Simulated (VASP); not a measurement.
Computed with PBEsol GGA, VASP's PBE PAW potentials (set 64) (plane waves; VASP 6.6.1).

VASP ran on this input.

**POSCAR**
```
MgS
2.5890710
  0.0000000000   1.0000001836   1.0000001836
  1.0000001836   0.0000000000   1.0000001836
  1.0000001836   1.0000001836   0.0000000000
Mg S
1 1
Direct
  0.0000000000   0.0000000000   0.0000000000
  0.5000000000   0.5000000000   0.5000000000
```

**INCAR**
```
! general
SYSTEM=MgS
PREC  =Accurate
ENCUT =400
LREAL =.FALSE.   ! projection in real space or not
LASPH =.TRUE.

! electronic loop
EDIFF =1E-7
NELM  =100   ! most electronic steps
ALGO  =Normal   ! blocked Davidson

! smearing
ISMEAR=-5   ! tetrahedra, Bloechl

! functional
GGA   =PS

! ions
ISIF  =2   ! forces and stress, cell fixed

! output
LWAVE =.FALSE.
LCHARG=.TRUE.
LORBIT=11   ! lm-projected
NEDOS =601   ! DOS grid
```

KPOINTS:
```
Automatic mesh
0
Gamma
10 10 10
0 0 0
```

POTCAR, in this order: Mg S (PBE.64 set). Program: vasp_std.

Output

OUTCAR:
```
 ion  position               nearest neighbor table
   1  0.000  0.000  0.000-   2 2.59   2 2.59   2 2.59   2 2.59   2 2.59   2 2.59
   2  0.500  0.500  0.500-   1 2.59   1 2.59   1 2.59   1 2.59   1 2.59   1 2.59
  LATTYP: Found a face centered cubic cell.
 ALAT       =     5.1781429506
 Subroutine PRICEL returns:
 Original cell was already a primitive cell.
 Subroutine GETGRP returns: Found 48 space group operations
The static configuration has the point symmetry O_h .
The dynamic configuration has the point symmetry O_h .
 Subroutine INISYM returns: Found 48 space group operations
 Subroutine IBZKPT returns following result:
 Found     47 irreducible k-points:

 Following reciprocal coordinates:
            Coordinates               Weight
  0.000000  0.000000  0.000000      1.000000
  0.100000  0.000000  0.000000      8.000000
  0.200000  0.000000  0.000000      8.000000
  0.300000  0.000000  0.000000      8.000000
  0.400000  0.000000  0.000000      8.000000
  0.500000  0.000000  0.000000      4.000000
  0.100000  0.100000  0.000000      6.000000
  0.200000  0.100000  0.000000     24.000000
  0.300000  0.100000  0.000000     24.000000
  0.400000  0.100000  0.000000     24.000000
  0.500000  0.100000  0.000000     24.000000
 -0.400000  0.100000  0.000000     24.000000
 -0.300000  0.100000  0.000000     24.000000
 -0.200000  0.100000  0.000000     24.000000
 -0.100000  0.100000  0.000000     12.000000
  0.200000  0.200000  0.000000      6.000000
  0.300000  0.200000  0.000000     24.000000
  0.400000  0.200000  0.000000     24.000000
  0.500000  0.200000  0.000000     24.000000
 -0.400000  0.200000  0.000000     24.000000
 -0.300000  0.200000  0.000000     24.000000
 -0.200000  0.200000  0.000000     12.000000
  0.300000  0.300000  0.000000      6.000000
  0.400000  0.300000  0.000000     24.000000
...
```

OSZICAR:
```
       N       E                     dE             d eps       ncg     rms          rms(c)
DAV:   1     0.175733684787E+02    0.17573E+02   -0.33088E+03   808   0.659E+02
DAV:   2    -0.867630862134E+01   -0.26250E+02   -0.25974E+02  1072   0.995E+01
DAV:   3    -0.943681664706E+01   -0.76051E+00   -0.76051E+00   896   0.223E+01
DAV:   4    -0.944022586209E+01   -0.34092E-02   -0.34092E-02  1232   0.168E+00
DAV:   5    -0.944022754763E+01   -0.16855E-05   -0.16855E-05   960   0.360E-02    0.416E+00
DAV:   6    -0.911858965065E+01    0.32164E+00   -0.81008E-01   800   0.441E+00    0.315E+00
DAV:   7    -0.907741858929E+01    0.41171E-01   -0.20055E-01  1008   0.232E+00    0.197E+00
DAV:   8    -0.907488302899E+01    0.25356E-02   -0.88147E-03   848   0.750E-01    0.702E-01
DAV:   9    -0.907476514897E+01    0.11788E-03   -0.37960E-04   968   0.152E-01    0.244E-01
DAV:  10    -0.907476972815E+01   -0.45792E-05   -0.46301E-05   976   0.419E-02    0.554E-02
DAV:  11    -0.907477202043E+01   -0.22923E-05   -0.88835E-07  1088   0.807E-03    0.145E-02
DAV:  12    -0.907477197606E+01    0.44369E-07   -0.64272E-08   632   0.149E-03
   1 F= -.90747720E+01 E0= -.90747720E+01  d E =0.000000E+00
```

**OUTCAR**
```
------------------------ aborting loop because EDIFF is reached ----------------------------------------
  FORCE on cell =-STRESS in cart. coord.  units (eV):
  Direction    XX          YY          ZZ          XY          YZ          ZX
  --------------------------------------------------------------------------------------
  Total       -0.0009245     -0.0009245     -0.0009245      0.0000000     -0.0000000     -0.0000000
  in kB       -0.0426718     -0.0426718     -0.0426718      0.0000000     -0.0000000     -0.0000000
  external PRESSURE =      -0.0426718 kB  Pullay stress =       0.0000000 kB
  volume of cell :       34.71
      direct lattice vectors                 reciprocal lattice vectors
     0.000000000  2.589071475  2.589071475    -0.193119427  0.193119427  0.193119427
     2.589071475  0.000000000  2.589071475     0.193119427 -0.193119427  0.193119427
     2.589071475  2.589071475  0.000000000     0.193119427  0.193119427 -0.193119427
 POSITION                                       TOTAL-FORCE (eV/Angst)
 -----------------------------------------------------------------------------------
      0.00000      0.00000      0.00000         0.000000      0.000000     -0.000000
      2.58907      2.58907      2.58907        -0.000000     -0.000000      0.000000
 -----------------------------------------------------------------------------------
    total drift:                               -0.000000     -0.000000      0.000000
  FREE ENERGIE OF THE ION-ELECTRON SYSTEM (eV)
  ---------------------------------------------------
  free  energy   TOTEN  =        -9.0747719761 eV

  energy  without entropy=       -9.0747719761  energy(sigma->0) =       -9.07477198

 total charge

# of ion       s       p       d       tot
------------------------------------------
    1        0.139   0.132   0.041   0.312
    2        1.309   2.484   0.000   3.793
--------------------------------------------------
tot          1.447   2.616   0.041   4.105
```
(Selected blocks of OUTCAR.)

File OUTCAR:
```
 val. band max:        3.8066491316   @ k =   0.0000   0.0000   0.0000

 cond. band min:       6.5409891923   @ k =   0.5000   0.5000   0.0000


 Fermi energy:         3.8106905089

 k-point     1 :       0.0000    0.0000    0.0000
  band No.  band energies     occupation
      1      -8.9612      2.00000
      2       3.8066      2.00000
      3       3.8066      2.00000
      4       3.8066      2.00000
      5       7.5142      0.00000
      6      11.6514      0.00000
      7      11.6514      0.00000
      8      11.6514      0.00000

 k-point     2 :       0.1000    0.0000    0.0000
  band No.  band energies     occupation
      1      -8.8604      2.00000
      2       3.0592      2.00000
      3       3.7366      2.00000
      4       3.7366      2.00000
      5       8.1029      0.00000
      6      11.3896      0.00000
      7      11.8425      0.00000
      8      11.8425      0.00000

 k-point     3 :       0.2000    0.0000    0.0000
  band No.  band energies     occupation
      1      -8.5754      2.00000
      2       1.6409      2.00000
      3       3.5665      2.00000
      4       3.5665      2.00000
      5       8.7030      0.00000
      6      11.5735      0.00000
      7      11.8370      0.00000
      8      11.8370      0.00000

 k-point     4 :       0.3000    0.0000    0.0000
  band No.  band energies     occupation
      1      -8.1679      2.00000
      2       0.2544      2.00000
      3       3.3784      2.00000
      4       3.3784      2.00000
      5       8.5712      0.00000
      6      11.2620      0.00000
      7      11.2620      0.00000
      8      12.7728      0.00000

 k-point     5 :       0.4000    0.0000    0.0000
  band No.  band energies     occupation
      1      -7.7719      2.00000
      2      -0.7744      2.00000
      3       3.2404      2.00000
      4       3.2404      2.00000
      5       8.3242      0.00000
      6      10.8093      0.00000
      7      10.8093      0.00000
...
```

The compound is MgS in the rock salt structure. It was relaxed first.
